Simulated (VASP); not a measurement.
Consider the following.

```yaml
crystal:
  lattice:
    - [0.00000, 2.11693, 2.11693]
    - [2.11693, 0.00000, 2.11693]
    - [2.11693, 2.11693, 0.00000]
  atoms:
    - { symbol: Au, position: [0.00000, 0.00000, 0.00000] }
```

Method: PBE GGA, VASP's PBE PAW potentials (set 64) (plane waves; VASP). Numerical set-up: 300 eV cut-off, 13×13×13 Γ-centred mesh, Gaussian smearing of 0.14 eV, potentials Au.

At this cut-off the stress carries a Pulay error, which pulls relaxed volumes low.

**Question.** Give the stress tensor in GPa (positive for a compressed cell).

**Answer.** 
```
-7.27   0.00   0.00
 0.00  -7.27   0.00
 0.00   0.00  -7.27
```
The pressure is its mean diagonal, -7.27 GPa.

The structure comes from a computed database's Au entry; how it stands against other phases isn't given here. The cell was not relaxed at this level.
